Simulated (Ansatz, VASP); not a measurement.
# Cross-check of CdAu between VASP and Ansatz, part 2 of 2

Aim: how closely do two programs agree when they are given the same cell, functional and k mesh? The cell is taken from a series of runs on this material, whose earlier steps may have relaxed, scaled, displaced or heated it; both programs get it as it stands.

VASP 6.6.1 and Ansatz 0.2.0.

So far: Set-up; VASP: zone-centre phonons, PBEsol.

## (2) VASP: zone-centre phonons, PBEsol (continued)

Level of this step: PBEsol; plane waves and PAW (Cd, Au) (VASP).

Numbers of over 12 decimals in the logs are rounded to 6 here.

Parts of OUTCAR (step 2):

```text
ion  position               nearest neighbor table
   1  0.250  0.500  0.808-   4 2.90   4 2.90   4 2.90   4 2.90   3 2.90   3 2.90   3 2.94   3 2.94
                             2 3.07   2 3.07
   2  0.750  0.500  0.192-   3 2.90   3 2.90   3 2.90   3 2.90   4 2.90   4 2.90   4 2.94   4 2.94
                             1 3.07   1 3.07
   3  0.250  0.000  0.312-   2 2.90   2 2.90   2 2.90   2 2.90   1 2.90   1 2.90   1 2.94   1 2.94
                             4 3.04   4 3.04
   4  0.750  0.000  0.688-   1 2.90   1 2.90   1 2.90   1 2.90   2 2.90   2 2.90   2 2.94   2 2.94
                             3 3.04   3 3.04

  LATTYP: Found a simple orthorhombic cell.
 ALAT       =     3.0467564516
 B/A-ratio  =     1.5691999014
 C/A-ratio  =     1.6382656092

 Subroutine GETGRP returns: Found  8 space group operations
 (whereof  4 operations were pure point group operations)

The static configuration has the point symmetry C_2h.
 The point group associated with its full space group is D_2h.

 Found    240 irreducible k-points:

   k-points           NKPTS =    240   k-points in BZ     NKDIM =    240   number of bands    NBANDS=     29

   dimension x,y,z NGX =    36 NGY =   24 NGZ =   36
   dimension x,y,z NGXF=    72 NGYF=   48 NGZF=   72

   ENCUT  =  500.0 eV  36.75 Ry    6.06 a.u.   8.72  5.55  9.10*2*pi/ulx,y,z

   NELECT =      46.0000    total number of electrons

 k-points in reciprocal lattice and weights: Automatic mesh
   0.00000000  0.00000000  0.00000000       0.001
   0.10000000  0.00000000  0.00000000       0.002
   0.20000000  0.00000000  0.00000000       0.002
   0.30000000  0.00000000  0.00000000       0.002
   0.40000000  0.00000000  0.00000000       0.002
   0.50000000  0.00000000  0.00000000       0.001
   0.00000000  0.07142857  0.00000000       0.002
   0.10000000  0.07142857  0.00000000       0.004
   0.20000000  0.07142857  0.00000000       0.004
[...]
0.40000000  0.21428571  0.12500000       0.007
[...]
average (electrostatic) potential at core
       1 -35.6943       2 -35.6943       3 -67.5141       4 -67.5141

  Total        0.2428224      0.2034941      0.2379272      0.0000000      0.0000000      0.0000000
  in kB        5.3508591      4.4842157      5.2429871      0.0000000      0.0000000      0.0000000
  external PRESSURE =       5.0260206 kB  Pullay stress =       0.0000000 kB

  energy-cutoff  :      500.00
  volume of cell :       72.71
      direct lattice vectors                 reciprocal lattice vectors
     4.780969923  0.000000000  0.000000000     0.209162579  0.000000000  0.000000000
     0.000000000  3.046756452  0.000000000     0.000000000  0.328217899  0.000000000
     0.000000000  0.000000000  4.991396314     0.000000000  0.000000000  0.200344741

 POSITION                                       TOTAL-FORCE (eV/Angst)
 -----------------------------------------------------------------------------------
      1.19524      1.52338      4.03186         0.000000     -0.000000      0.003104
      3.58573      1.52338      0.95953        -0.000000      0.000000     -0.003104
      1.19524      0.00000      1.55858         0.000000      0.000000      0.011270
      3.58573      0.00000      3.43281        -0.000000      0.000000     -0.011270
 -----------------------------------------------------------------------------------
    total drift:                                0.000000     -0.000000      0.000000

 Eigenvectors and eigenvalues of the dynamical matrix
 ----------------------------------------------------

   1 f  =    4.725993 THz    29.694292 2PiTHz  157.642170 cm-1    19.545129 meV
             X         Y         Z           dx          dy          dz
      1.195242  1.523378  4.031863     0.588677    0.000000    0.000000
      3.585727  1.523378  0.959534    -0.588677    0.000000   -0.000000
      1.195242  0.000000  1.558585     0.391739   -0.000000   -0.000000
      3.585727  0.000000  3.432812    -0.391739   -0.000000    0.000000

   2 f  =    4.375898 THz    27.494581 2PiTHz  145.964262 cm-1    18.097254 meV
             X         Y         Z           dx          dy          dz
      1.195242  1.523378  4.031863     0.000000   -0.000000   -0.585182
      3.585727  1.523378  0.959534    -0.000000   -0.000000    0.585182
      1.195242  0.000000  1.558585     0.000000    0.000000    0.396941
      3.585727  0.000000  3.432812     0.000000    0.000000   -0.396941

   3 f  =    3.735203 THz    23.468974 2PiTHz  124.592970 cm-1    15.447553 meV
             X         Y         Z           dx          dy          dz
      1.195242  1.523378  4.031863    -0.000000    0.000000   -0.564500
      3.585727  1.523378  0.959534    -0.000000    0.000000   -0.564500
      1.195242  0.000000  1.558585     0.000000   -0.000000    0.425840
      3.585727  0.000000  3.432812     0.000000   -0.000000    0.425840

   4 f  =    3.627540 THz    22.792508 2PiTHz  121.001722 cm-1    15.002295 meV
             X         Y         Z           dx          dy          dz
      1.195242  1.523378  4.031863     0.564803   -0.000000   -0.000000
      3.585727  1.523378  0.959534     0.564803   -0.000000   -0.000000
      1.195242  0.000000  1.558585    -0.425437   -0.000000    0.000000
      3.585727  0.000000  3.432812    -0.425437    0.000000    0.000000

   5 f  =    2.983424 THz    18.745404 2PiTHz   99.516305 cm-1    12.338444 meV
             X         Y         Z           dx          dy          dz
      1.195242  1.523378  4.031863    -0.000000   -0.563652    0.000000
      3.585727  1.523378  0.959534    -0.000000   -0.563652    0.000000
      1.195242  0.000000  1.558585     0.000000    0.426962    0.000000
      3.585727  0.000000  3.432812     0.000000    0.426962    0.000000

   6 f  =    2.392086 THz    15.029921 2PiTHz   79.791409 cm-1     9.892869 meV
             X         Y         Z           dx          dy          dz
      1.195242  1.523378  4.031863    -0.000000   -0.700313    0.000000
      3.585727  1.523378  0.959534     0.000000    0.700313    0.000000
      1.195242  0.000000  1.558585    -0.000000   -0.097780    0.000000
      3.585727  0.000000  3.432812     0.000000    0.097780    0.000000

   7 f  =    1.850970 THz    11.629988 2PiTHz   61.741715 cm-1     7.654994 meV
             X         Y         Z           dx          dy          dz
      1.195242  1.523378  4.031863     0.000000    0.097780   -0.000000
      3.585727  1.523378  0.959534    -0.000000   -0.097780    0.000000
      1.195242  0.000000  1.558585    -0.000000   -0.700313   -0.000000
      3.585727  0.000000  3.432812     0.000000    0.700313    0.000000

   8 f  =    1.426807 THz     8.964891 2PiTHz   47.593151 cm-1     5.900796 meV
             X         Y         Z           dx          dy          dz
      1.195242  1.523378  4.031863     0.391739   -0.000000   -0.000000
      3.585727  1.523378  0.959534    -0.391739   -0.000000    0.000000
      1.195242  0.000000  1.558585    -0.588677    0.000000   -0.000000
      3.585727  0.000000  3.432812     0.588677   -0.000000    0.000000

   9 f  =    1.399512 THz     8.793396 2PiTHz   46.682708 cm-1     5.787916 meV
             X         Y         Z           dx          dy          dz
      1.195242  1.523378  4.031863     0.000000   -0.000000    0.396941
      3.585727  1.523378  0.959534    -0.000000   -0.000000   -0.396941
      1.195242  0.000000  1.558585    -0.000000   -0.000000    0.585182
      3.585727  0.000000  3.432812     0.000000    0.000000   -0.585182

  10 f/i=    0.002588 THz     0.016260 2PiTHz    0.086321 cm-1     0.010702 meV
             X         Y         Z           dx          dy          dz
      1.195242  1.523378  4.031863     0.000000   -0.000000   -0.425840
      3.585727  1.523378  0.959534     0.000000   -0.000000   -0.425840
      1.195242  0.000000  1.558585     0.000000   -0.000000   -0.564500
      3.585727  0.000000  3.432812     0.000000   -0.000000   -0.564500

  11 f/i=    0.003863 THz     0.024273 2PiTHz    0.128860 cm-1     0.015977 meV
             X         Y         Z           dx          dy          dz
      1.195242  1.523378  4.031863     0.000000   -0.426962    0.000000
      3.585727  1.523378  0.959534     0.000000   -0.426962    0.000000
      1.195242  0.000000  1.558585     0.000000   -0.563652    0.000000
      3.585727  0.000000  3.432812     0.000000   -0.563652    0.000000

  12 f/i=    0.005102 THz     0.032055 2PiTHz    0.170174 cm-1     0.021099 meV
             X         Y         Z           dx          dy          dz
      1.195242  1.523378  4.031863    -0.425437   -0.000000   -0.000000
      3.585727  1.523378  0.959534    -0.425437   -0.000000   -0.000000
      1.195242  0.000000  1.558585    -0.564803   -0.000000   -0.000000
      3.585727  0.000000  3.432812    -0.564803   -0.000000   -0.000000

 ELASTIC MODULI CONTR FROM IONIC RELAXATION (kBar)
 Direction    XX          YY          ZZ          XY          YZ          ZX
 --------------------------------------------------------------------------------
 XX        -109.4750    -75.1835    104.2506      0.0000      0.0000      0.0000
 YY         -75.1835    -61.4842     61.7236      0.0000      0.0000      0.0000
 ZZ         104.2506     61.7236   -109.1686      0.0000     -0.0000     -0.0000
 XY           0.0000      0.0000      0.0000      0.0000      0.0000      0.0000
 YZ           0.0000      0.0000     -0.0000      0.0000    -49.2508      0.0000
 ZX           0.0000      0.0000     -0.0000      0.0000      0.0000     -6.6945
 --------------------------------------------------------------------------------
```

## (3) Ansatz: zone-centre phonons, PBEsol

Ansatz runs on its PAW soft_1 files.

The same cell, functional, mesh and smearing now go to Ansatz, which takes its cutoff from its data sets.

input.yaml

```yaml
crystal:
  lattice:
    - [4.7809699233, 0.0, 0.0]
    - [0.0, 3.0467564516, 0.0]
    - [0.0, 0.0, 4.9913963142]
  atoms:
    - { symbol: Cd, position: [0.25, 0.5, 0.8077624823] }
    - { symbol: Cd, position: [0.75, 0.5, 0.1922375177] }
    - { symbol: Au, position: [0.25, 0.0, 0.3122542333] }
    - { symbol: Au, position: [0.75, 0.0, 0.6877457667] }
kpoints:
  mp_grid: { grid: [10, 14, 8] }
hamiltonian:
  xc: pbesol
  pseudopotentials: { kind: paw, azcp: { folder: soft_1 }, xc_functional: pbe }
scf:
  occupations: { method: methfessel_paxton, width: 0.2 }
output:
  eigenvalues: true
phonons:
  method: dfpt
```

On the command line:

```
$ ansatz run input.yaml --threads 4 --pin off --max-ram 10240MiB --backend cpu --events-out ev --progress --plain --runs-dir out
```

What it wrote:

```text
zone centre: on kpoints.mp_grid the ground state, and the responses unless they are solved on pairs of k-points, stand on 240 of the mesh's 1120 k-points, reduced under 4 symmetry operations, with k and −k counted as one. Each operation leaves every solved displacement unchanged or reverses it
Engine: ansatz 0.2.0, aarch64-unknown-linux-gnu
Pseudopotentials: kind: paw
Pseudopotential: Cd, paw, valence charge 20, recommended cutoff 420 eV (normal), soft_1/Cd.paw.azcp
Pseudopotential: Au, paw, valence charge 19, recommended cutoff 420 eV (normal), soft_1/Au.paw.azcp
Functional definition: PBEsol
  exchange = pbesol_x
  correlation = pbesol_c
Crystal: 4 atoms, lattice volume = 72.707 Å³
Basis set: ecut = 420 eV, 1437 PW (Γ), exchange–correlation on 64×48×72 points (8 copies of the dense FFT grid, shifted against one another)
Bands: 47, of which v1, the nominal top of the filled ones, is band 39 counted from 1 (38 counted from 0)
Symmetry: 8 space group operations
k-points: 240 of 1120 (irreducible under 4 space group operations, time reversal used)
Non-local potential: Cd, projectors of the file, l = 0: 3, l = 1: 2, l = 2: 2, l = 3: 1
Non-local potential: Au, projectors of the file, l = 0: 3, l = 1: 2, l = 2: 2, l = 3: 1
PAW form: soft (Blöchl's): semilocal exchange-correlation on the pseudo side does not see the compensation charge
PAW frozen core: Cd, regenerated for the run's functional, and the local potential with it (the file was generated under x = pbe(κ = 0.804, μ = 0.219515), c = pbe(β = 0.066725))
PAW frozen core: Au, regenerated for the run's functional, and the local potential with it (the file was generated under x = pbe(κ = 0.804, μ = 0.219515), c = pbe(β = 0.066725))
PAW one-centre angular grid: Cd, 590 points (default); XC on 64 Gauss nodes
PAW one-centre angular grid: Au, 590 points (default); XC on 64 Gauss nodes
Initial density: superposition of atomic densities (chi_scale 0.1, normalization cell, long waves kept (reshape's long-wave potential 0.01 eV rms))
Initial wavefunctions: pseudopotential atomic-orbital guess
Functional: x = pbesol(κ = 0.804, μ = 0.123457), c = pbesol(β = 0.046)
SCF iter   1: F=—  HF=-42395.323394 eV  |F-HF|=—  |Δ(HF+E_count)|=         —  Δρ=1.81e-1  dr2=3.97e1  ethr=3.10e-3  ⟨swp⟩=6.2  Hψ=37780  notcnv=0  defer=25
preconditioner: auto → Kerker (q_TF=auto, 2.760 Å⁻¹)  [metal: Δε(μ)=0.002 eV  Ē_g=12.535 eV  σ=0.200 eV  W_gap=0.01  n_scr=30 (ndim 8)  ℏωp=29.5 eV  f_vac=0.000  D(μ)=1.81/eV (n_scr^D=10)]
SCF iter   2: F=—  HF=-42389.282064 eV  |F-HF|=—  |Δ(HF+E_count)|=    6.04e0  S|Δr|=    0.00e0  Δρ=8.65e-2  dr2=1.09e1  ethr=3.10e-3  ⟨swp⟩=3.0  Hψ=22634  notcnv=0  defer=537
SCF iter   3: F=—  HF=-42386.972731 eV  |F-HF|=—  |Δ(HF+E_count)|=    2.31e0  S|Δr|=    0.00e0  Δρ=2.21e-2  dr2=9.36e-1  ethr=3.10e-3  ⟨swp⟩=3.0  Hψ=18260  notcnv=0  defer=552
SCF iter   4: F=—  HF=-42386.733623 eV  |F-HF|=—  |Δ(HF+E_count)|=   2.39e-1  S|Δr|=    0.00e0  Δρ=7.17e-3  dr2=6.72e-2  ethr=1.20e-3  ⟨swp⟩=2.0  Hψ=14730  notcnv=0  defer=558
SCF iter   5: F=—  HF=-42386.712101 eV  |F-HF|=—  |Δ(HF+E_count)|=   2.15e-2  S|Δr|=    0.00e0  Δρ=2.17e-3  dr2=4.95e-3  ethr=8.62e-5  ⟨swp⟩=2.6  Hψ=19321  notcnv=0  defer=557
SCF iter   6: F=—  HF=-42386.710981 eV  |F-HF|=—  |Δ(HF+E_count)|=   1.12e-3  S|Δr|=    0.00e0  Δρ=5.43e-4  dr2=3.96e-4  ethr=6.34e-6  ⟨swp⟩=2.2  Hψ=16049  notcnv=0  defer=557
SCF iter   7: F=—  HF=-42386.710900 eV  |F-HF|=—  |Δ(HF+E_count)|=   8.12e-5  S|Δr|=    0.00e0  Δρ=1.26e-4  dr2=2.08e-5  ethr=5.08e-7  ⟨swp⟩=2.1  Hψ=14106  notcnv=0  defer=557
SCF iter   8: F=—  HF=-42386.710899 eV  |F-HF|=—  |Δ(HF+E_count)|=   1.40e-6  S|Δr|=    0.00e0  Δρ=3.44e-5  dr2=1.25e-6  ethr=2.66e-8  ⟨swp⟩=2.2  Hψ=15660  notcnv=0  defer=557
SCF iter   9: F=—  HF=-42386.710897 eV  |F-HF|=—  |Δ(HF+E_count)|=   2.03e-6  S|Δr|=    0.00e0  Δρ=9.71e-6  dr2=8.10e-8  ethr=1.61e-9  ⟨swp⟩=2.0  Hψ=16240  notcnv=0  defer=557
SCF iter  10: F=—  HF=-42386.710897 eV  |F-HF|=—  |Δ(HF+E_count)|=   9.65e-9  S|Δr|=    0.00e0  Δρ=2.06e-6  dr2=2.57e-9  ethr=1.04e-10  ⟨swp⟩=2.0  Hψ=15601  notcnv=0  defer=557
SCF iter  11: F=—  HF=-42386.710897 eV  |F-HF|=—  |Δ(HF+E_count)|=  2.18e-11  S|Δr|=    0.00e0  Δρ=4.94e-7  dr2=9.99e-11  ethr=3.29e-12  ⟨swp⟩=2.0  Hψ=18487  notcnv=0  defer=557
SCF iter  12: F=—  HF=-42386.710897 eV  |F-HF|=—  |Δ(HF+E_count)|=  7.28e-12  S|Δr|=    0.00e0  Δρ=1.30e-7  dr2=1.19e-11  ethr=1.00e-12  ⟨swp⟩=11.8  Hψ=58853  notcnv=0
SCF iter  13: F=-42386.710897 eV  HF=-42386.710897 eV  |F-HF|=1.46e-11  |Δ(HF+E_count)|=  1.46e-11  S|Δr|=    0.00e0  Δρ=3.07e-8  dr2=5.49e-13  ethr=1.00e-12  ⟨swp⟩=5.0  Hψ=40805  notcnv=0
SCF 1 converged in 13 iterations: F = -42386.710897 eV  dr2 = 5.49e-13
  greatest PAW one-centre occupation: 1.000 electrons in one spin orbital (limit 2), on the Au atom at site 3 (counted from 0), in its partial waves of l = 0
DFPT response loops at Γ: preconditioner auto → Kerker (q_TF=auto, 2.760 Å⁻¹) (partly filled bands, converged f_vac=0.000); β = 1.00, the filter's whole step (`scf.mixing.beta` (0.50) is not read by the response loops under this deck's `scf.mixing.preconditioner`; to damp them name `kerker` or `kerker_dos`, under which they read `scf.mixing.beta`, and type it under 1.00, their step now; both keys bind the ground state too); Broyden in place of MSR1
SCF converged after 13 iterations
Stability not checked: this state was not tested for a lower state beside it, because cold or Methfessel-Paxton smearing, or corrected tetrahedra, fill the levels in a way that the test cannot read (fill_not_monotonic; see scf.lower_state_search)
Free energy (F): -42386.710897 eV
Harris-Foulkes:  -42386.710897 eV  (|F-HF|=1.46e-11)
Internal energy: -42386.712746 eV  (E = F + TS)
E sigma→0 (E₀):  -42386.711359 eV
Entropy (-TS):   0.001850 eV (0.462 meV/atom)
Fermi energy:    18.384118 eV
Step filling:    the computed levels leave a gap of 0.0007 eV = 0.0 smearing widths at the electron count; against every level under it full and every level over it empty, smearing changes F+E_penalty+E_count by -0.246 meV and its σ→0 estimate by -0.709 meV
--- Per-component energies (eV) ---
  E_band       = -1145.577528
  E_kinetic    = 2037.794677
  E_local      = -8914.010717  (includes V_loc(G=0)·N_el)
  E_nonlocal   = 445.414686
  E_hartree    = 4053.227001
  E_xc         = -741.655492
  E_vxc        = -916.759154  (∫ρ·V_xc dr)
  E_paw        = -27236.726684  (= ΣΔE_a)
  E_vpaw       = -1904.474941  (= ΣTr[D̂ρ^β])
  E_aug_tail   = 0.003907  (compensation charges beyond the density's cutoff)
  E_ewald      = -12032.063100
  E_core_change = 1.302976  (= ΣΔE_core)
  E_smearing   = 0.001850  (= −TS)
  E_closure    = -0.000000  (closes the sum)
  Σ components = -42386.710897   (vs F -42386.710897, Δ=0.00e0)
--- Band table (eV; the first three rows and the last of 240) ---
  k-point 0: bands = [... 35 lower, 14.9289, 15.0211, 16.4683, 16.7174, 17.8736, 20.0489, 22.7364, 23.1928, ... 4 higher]
  k-point 1: bands = [... 35 lower, 14.8785, 15.0247, 15.7494, 16.8263, 18.9079, 20.3229, 22.1077, 22.8257, ... 4 higher]
  k-point 2: bands = [... 35 lower, 14.7585, 14.8386, 15.0329, 17.6116, 19.5290, 21.2010, 21.7337, 21.9565, ... 4 higher]
  k-point 239: bands = [... 35 lower, 15.3078, 17.0561, 17.0561, 17.3074, 17.3074, 19.5444, 19.5444, 21.0002, ... 4 higher]
--- Phonons (Γ-DFPT): 6 representative perturbations + reference, on 240 of 1120 k-points (Σ response iterations 18) ---
  k mesh reduced under 4 symmetry operations, with k and −k counted as one. Each operation leaves every solved displacement unchanged or reverses it
  ASR residual: 6.024e-5 → 0.000e0 eV/Å²; symmetrization residual: 3.304e-5 eV/Å²
  ASR residual per site (eV/Å²): 6.02e-5 6.02e-5 5.85e-5 5.85e-5
  Γ frequencies (cm⁻¹): 0.00 0.00 0.00 46.70 47.26 60.62 78.66 97.63 118.42 122.16 143.41 154.79
  non-analytic LO–TO correction: not included (Born effective charges unavailable; polar crystals: no LO–TO splitting at Γ)
```

In the SCF lines HF is the Harris–Foulkes energy and dr2 the Hartree energy of the density residual, in eV; the loop may stop once dr2 is under the threshold and the program's other checks hold. Hψ counts applications of the Hamiltonian.

## (4) Side by side

Known differences besides the potentials themselves: the data sets hold 78 valence electrons in Ansatz (on its PAW soft_1 files) and 46 in VASP; the cutoff is 420 eV in Ansatz and 500 eV in VASP; Ansatz makes its cores anew for this functional, VASP keeps those of its PBE data sets. Total energies have different zeros and are not compared.

The two programs side by side:

```tsv
quantity	Ansatz	VASP	difference
optical mode 1 (cm⁻¹)	46.7	46.7	0.0
optical mode 2 (cm⁻¹)	47.3	47.6	-0.3
optical mode 3 (cm⁻¹)	60.6	61.7	-1.82 %
optical mode 4 (cm⁻¹)	78.7	79.8	-1.42 %
optical mode 5 (cm⁻¹)	97.6	99.5	-1.90 %
optical mode 6 (cm⁻¹)	118.4	121.0	-2.13 %
optical mode 7 (cm⁻¹)	122.2	124.6	-1.95 %
optical mode 8 (cm⁻¹)	143.4	146.0	-1.75 %
optical mode 9 (cm⁻¹)	154.8	157.6	-1.81 %
```

Modes are paired by rising frequency, not by their patterns, so a pair may set unlike modes beside each other; they are those without the splitting of longitudinal modes.

## (5) What came out

| Item | Value |
| --- | --- |
| r.m.s. difference of the optical zone-centre modes, each program's sorted by frequency (zone-centre phonons, PBEsol) | 1.9 cm⁻¹ |
| difference in optical mode 6 (zone-centre phonons, PBEsol) | -2.1 % |

What this shows: The r.m.s. difference of the optical zone-centre modes, each program's sorted by frequency is 1.9 cm⁻¹ (zone-centre phonons, PBEsol). The data sets hold unlike numbers of valence electrons (78 in Ansatz and 46 in VASP), so part of the differences comes from the potentials. Among the rows given in per cent, the largest difference of the zone-centre phonons, PBEsol pair is in optical mode 6, -2.1 %. How closely two codes agree says nothing of how well the functional describes the real material.

[Lines on the potential files, build, host, timing and source positions are cut from VASP's logs without a mark.]

[Logs are printed without paths, hosts, clocks, repeated set-up lines and the standing remarks that a program may print on its own settings, such as how far it seeks lower states.]

[Hosts, paths, dates, database ids (printed as entryN), source tags and the programs' standing remarks are cut or masked in the printed files.]
